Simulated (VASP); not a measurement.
Computed with PBEsol GGA, VASP's PBE PAW potentials (set 64) (plane waves; VASP 6.6.1).

A VASP calculation is set up with these files.

File POSCAR:
```
TiO2
1
   -1.8594930026     1.8594930026     4.4665026037
    1.8594930026    -1.8594930026     4.4665026037
    1.8594930026     1.8594930026    -4.4665026037
Ti O
2 4
Direct
  0.7500000000   0.2500000000   0.5000000000
  1.0000000000   1.0000000000   1.0000000000
  0.5331444911   0.0331444911   0.5000000000
  0.7831444911   0.7831444911   1.0000000000
  0.2168555089   0.2168555089   0.0000000000
  0.9668555089   0.4668555089   0.5000000000
```

File KPOINTS:
```
Automatic mesh
0
Gamma
8 8 8
0 0 0
```

**INCAR**
```
! general
SYSTEM   =  TiO2
PREC     =  Accurate
ENCUT    =  620
LREAL    =  .FALSE.
LASPH    =  .TRUE.

! electronic loop
EDIFF    =  1E-6
NELM     =  100
ALGO     =  Normal
LMAXMIX  =  4

! smearing
ISMEAR   =  0
SIGMA    =  0.05

! functional
GGA      =  PS

! ions
IBRION   =  2
NSW      =  40
ISIF     =  3
EDIFFG   =  -0.02
PSTRESS  =  200

! output
LWAVE    =  .FALSE.
LCHARG   =  .FALSE.
```

POTCAR, in this order: Ti_sv O (PBE.64 set). Program: vasp_std.

Output of the run:

### OUTCAR
```
 ion  position               nearest neighbor table
   1  0.750  0.250  0.500-   4 1.88   5 1.88   4 1.88   5 1.88   3 1.94   6 1.94   2 2.91   2 2.91
                             2 2.91   2 2.91
   2  0.000  0.000  0.000-   3 1.88   6 1.88   3 1.88   6 1.88   5 1.94   4 1.94   1 2.91   1 2.91
                             1 2.91   1 2.91
   3  0.533  0.033  0.500-   2 1.88   2 1.88   1 1.94
   4  0.783  0.783  0.000-   1 1.88   1 1.88   2 1.94
   5  0.217  0.217  0.000-   1 1.88   1 1.88   2 1.94
   6  0.967  0.467  0.500-   2 1.88   2 1.88   1 1.94
  LATTYP: Found a body centered tetragonal cell.
 ALAT       =     3.7189860052
 C/A-ratio  =     2.4020002213
 Subroutine PRICEL returns:
 Original cell was already a primitive cell.
 Subroutine GETGRP returns: Found 16 space group operations
The static configuration has the point symmetry D_2d.
 The point group associated with its full space group is D_4h.
The dynamic configuration has the point symmetry D_2d.
 Subroutine INISYM returns: Found 16 space group operations
 Subroutine IBZKPT returns following result:
 Found     59 irreducible k-points:

 Following reciprocal coordinates:
            Coordinates               Weight
  0.000000  0.000000  0.000000      1.000000
  0.125000  0.000000  0.000000      8.000000
  0.250000  0.000000  0.000000      8.000000
  0.375000  0.000000 -0.000000      8.000000
  0.500000  0.000000  0.000000      4.000000
  0.125000  0.125000  0.000000      8.000000
  0.250000  0.125000 -0.000000     16.000000
  0.375000  0.125000  0.000000     16.000000
  0.500000  0.125000  0.000000     16.000000
 -0.375000  0.125000  0.000000     16.000000
 -0.250000  0.125000  0.000000     16.000000
 -0.125000  0.125000  0.000000      4.000000
  0.250000  0.250000  0.000000      8.000000
  0.375000  0.250000 -0.000000     16.000000
  0.500000  0.250000 -0.000000     16.000000
 -0.375000  0.250000  0.000000     16.000000
...
```

File OSZICAR:
```
       N       E                     dE             d eps       ncg     rms          rms(c)
DAV:   1     0.744800699057E+03    0.74480E+03   -0.27858E+04  3304   0.230E+03
DAV:   2     0.671336150787E+02   -0.67767E+03   -0.65658E+03  3468   0.630E+02
DAV:   3    -0.649361748885E+02   -0.13207E+03   -0.12762E+03  5196   0.233E+02
DAV:   4    -0.709294710185E+02   -0.59933E+01   -0.59863E+01  4484   0.539E+01
DAV:   5    -0.711670138350E+02   -0.23754E+00   -0.23748E+00  4704   0.922E+00    0.369E+01
DAV:   6    -0.560789627085E+02    0.15088E+02   -0.10021E+02  4220   0.106E+02    0.129E+01
DAV:   7    -0.558935411363E+02    0.18542E+00   -0.12450E+01  4456   0.294E+01    0.965E+00
DAV:   8    -0.559373042657E+02   -0.43763E-01   -0.23201E+00  4288   0.161E+01    0.313E+00
DAV:   9    -0.558521401025E+02    0.85164E-01   -0.84342E-01  4356   0.935E+00    0.109E+00
DAV:  10    -0.558590313776E+02   -0.68913E-02   -0.76887E-02  3804   0.224E+00    0.257E-01
DAV:  11    -0.558579489285E+02    0.10824E-02   -0.92632E-03  4160   0.684E-01    0.626E-02
DAV:  12    -0.558580457221E+02   -0.96794E-04   -0.90457E-04  4668   0.281E-01    0.659E-02
DAV:  13    -0.558580248586E+02    0.20864E-04   -0.17700E-04  4428   0.106E-01    0.926E-03
DAV:  14    -0.558580260524E+02   -0.11938E-05   -0.74167E-06  4012   0.227E-02    0.366E-03
DAV:  15    -0.558580260399E+02    0.12522E-07   -0.57922E-07  2312   0.687E-03
   1 F= -.48146575E+02 E0= -.48146575E+02  d E =-.481466E+02
       N       E                     dE             d eps       ncg     rms          rms(c)
DAV:   1    -0.558561780313E+02    0.18480E-02   -0.60529E-01  3360   0.774E+00    0.701E-01
DAV:   2    -0.558503684735E+02    0.58096E-02   -0.28589E-02  3692   0.167E+00    0.401E-01
DAV:   3    -0.558468261152E+02    0.35424E-02   -0.93733E-03  3836   0.100E+00    0.866E-02
DAV:   4    -0.558468269190E+02   -0.80383E-06   -0.13120E-03  3828   0.329E-01    0.573E-02
DAV:   5    -0.558468225656E+02    0.43534E-05   -0.74736E-05  4408   0.831E-02    0.307E-02
DAV:   6    -0.558468235919E+02   -0.10263E-05   -0.20494E-05  4472   0.486E-02    0.741E-03
DAV:   7    -0.558468241346E+02   -0.54270E-06   -0.66837E-06  3384   0.211E-02
   2 F= -.48147727E+02 E0= -.48147727E+02  d E =-.115159E-02
       N       E                     dE             d eps       ncg     rms          rms(c)
DAV:   1    -0.558506826390E+02   -0.38590E-02   -0.38213E-02  3360   0.195E+00    0.176E-01
DAV:   2    -0.558503171926E+02    0.36545E-03   -0.18213E-03  3668   0.421E-01    0.101E-01
DAV:   3    -0.558500936289E+02    0.22356E-03   -0.60426E-04  3836   0.251E-01    0.221E-02
DAV:   4    -0.558500923834E+02    0.12454E-05   -0.84238E-05  3876   0.832E-02    0.149E-02
DAV:   5    -0.558500915142E+02    0.86927E-06   -0.55980E-06  3688   0.214E-02
   3 F= -.48147876E+02 E0= -.48147876E+02  d E =-.130069E-02
       N       E                     dE             d eps       ncg     rms          rms(c)
DAV:   1    -0.558579849566E+02   -0.78926E-02   -0.50097E-01  3304   0.601E+00    0.358E-01
DAV:   2    -0.558579971816E+02   -0.12225E-04   -0.19442E-02  3976   0.111E+00    0.186E-01
DAV:   3    -0.558574087780E+02    0.58840E-03   -0.16377E-03  3976   0.362E-01    0.654E-02
DAV:   4    -0.558573580078E+02    0.50770E-04   -0.37239E-04  4660   0.178E-01    0.248E-02
DAV:   5    -0.558573583698E+02   -0.36204E-06   -0.38735E-05  4248   0.599E-02    0.140E-02
DAV:   6    -0.558573589814E+02   -0.61158E-06   -0.47776E-06  3664   0.213E-02
   4 F= -.48149169E+02 E0= -.48149169E+02  d E =-.129283E-02
       N       E                     dE             d eps       ncg     rms          rms(c)
DAV:   1    -0.558649557712E+02   -0.75974E-02   -0.57216E-01  3304   0.642E+00    0.383E-01
DAV:   2    -0.558649639684E+02   -0.81972E-05   -0.22173E-02  3980   0.119E+00    0.198E-01
DAV:   3    -0.558642899653E+02    0.67400E-03   -0.18800E-03  3988   0.387E-01    0.703E-02
DAV:   4    -0.558642308470E+02    0.59118E-04   -0.42743E-04  4660   0.191E-01    0.264E-02
DAV:   5    -0.558642313299E+02   -0.48292E-06   -0.44437E-05  4256   0.640E-02    0.149E-02
DAV:   6    -0.558642320545E+02   -0.72455E-06   -0.53805E-06  3724   0.226E-02
   5 F= -.48149716E+02 E0= -.48149716E+02  d E =-.184040E-02
       N       E                     dE             d eps       ncg     rms          rms(c)
DAV:   1    -0.558544774102E+02    0.97539E-02   -0.13988E-01  3304   0.327E+00    0.240E-01
DAV:   2    -0.558542231214E+02    0.25429E-03   -0.60405E-03  4040   0.637E-01    0.128E-01
DAV:   3    -0.558539732529E+02    0.24987E-03   -0.13265E-03  4360   0.326E-01    0.461E-02
DAV:   4    -0.558539821920E+02   -0.89391E-05   -0.19184E-04  4300   0.113E-01    0.202E-02
DAV:   5    -0.558539888834E+02   -0.66914E-05   -0.18789E-05  5316   0.274E-02    0.115E-02
DAV:   6    -0.558539920237E+02   -0.31403E-05   -0.60382E-06  4072   0.150E-02    0.579E-03
DAV:   7    -0.558539927593E+02   -0.73557E-06   -0.13986E-06  2364   0.110E-02
   6 F= -.48150445E+02 E0= -.48150445E+02  d E =-.728196E-03
       N       E                     dE             d eps       ncg     rms          rms(c)
DAV:   1    -0.558345826715E+02    0.19409E-01   -0.58088E-01  3304   0.667E+00    0.490E-01
DAV:   2    -0.558335257569E+02    0.10569E-02   -0.25065E-02  4028   0.130E+00    0.261E-01
DAV:   3    -0.558324964757E+02    0.10293E-02   -0.54935E-03  4360   0.671E-01    0.955E-02
DAV:   4    -0.558325301244E+02   -0.33649E-04   -0.76825E-04  4224   0.236E-01    0.408E-02
DAV:   5    -0.558325609125E+02   -0.30788E-04   -0.97468E-05  5492   0.574E-02    0.232E-02
DAV:   6    -0.558325708601E+02   -0.99476E-05   -0.18035E-05  3848   0.324E-02    0.460E-03
DAV:   7    -0.558325720114E+02   -0.11514E-05   -0.32484E-06  3628   0.106E-02    0.221E-03
DAV:   8    -0.558325722874E+02   -0.27599E-06   -0.54306E-07  2036   0.714E-03
   7 F= -.48151365E+02 E0= -.48151365E+02  d E =-.164843E-02
```

File OUTCAR:
```
------------------------ aborting loop because EDIFF is reached ----------------------------------------
  FORCE on cell =-STRESS in cart. coord.  units (eV):
  Direction    XX          YY          ZZ          XY          YZ          ZX
  --------------------------------------------------------------------------------------
  Total        7.5927913      7.5927913      7.6171165      0.0000000      0.0000000      0.0000000
  in kB      197.6978551    197.6978551    198.3312241      0.0000000      0.0000000      0.0000000
  external PRESSURE =      -2.0910219 kB  Pullay stress =     200.0000000 kB
  volume of cell :       61.53
      direct lattice vectors                 reciprocal lattice vectors
    -1.866553971  1.866553971  4.415389203     0.000000000  0.267873315  0.113240300
     1.866553971 -1.866553971  4.415389203     0.267873315  0.000000000  0.113240300
     1.866553971  1.866553971 -4.415389203     0.267873315  0.267873315  0.000000000
 POSITION                                       TOTAL-FORCE (eV/Angst)
 -----------------------------------------------------------------------------------
      0.00000      1.86655      2.20769        -0.000000     -0.000000      0.000000
      0.00000      0.00000     -0.00000        -0.000000     -0.000000      0.000000
      0.00000      1.86655      0.27744         0.000000      0.000000     -0.019414
      0.00000      0.00000      6.90053         0.000000      0.000000     -0.019414
      0.00000      0.00000      1.93025        -0.000000     -0.000000      0.019414
     -0.00000      1.86655      4.13794         0.000000      0.000000      0.019414
 -----------------------------------------------------------------------------------
    total drift:                               -0.000000     -0.000000      0.000000
  FREE ENERGIE OF THE ION-ELECTRON SYSTEM (eV)
  ---------------------------------------------------
  free  energy   TOTEN  =       -55.8325722874 eV

  energy  without entropy=      -55.8325722874  energy(sigma->0) =      -55.83257229
  enthalpy is  TOTEN    =       -48.1513647420 eV   P V=        7.6812075455

 reached required accuracy - stopping structural energy minimisation
```
(Selected blocks of OUTCAR.)

**CONTCAR**
```
TiO2
   1.00000000000000
    -1.8665539709760868    1.8665539709760868    4.4153892030583490
     1.8665539709760868   -1.8665539709760868    4.4153892030583490
     1.8665539709760868    1.8665539709760868   -4.4153892030583490
  Ti              O
     2     4
Direct
     0.7500000000000000    0.2500000000000000    0.5000000000000000
     0.0000000000000000    0.0000000000000000    0.0000000000000000
     0.5314179491113542    0.0314179491113543    0.5000000000000000
     0.7814179491113542    0.7814179491113542    0.0000000000000000
     0.2185820508886457    0.2185820508886457    0.0000000000000000
     0.9685820508886458    0.4685820508886457    0.5000000000000000
```

The compound is TiO2 in the anatase structure, one of several forms; rutile is the usual stable one. This run relaxes it under an external pressure of 20 GPa. Symmetry was kept, so distortions that lower it aren't found.
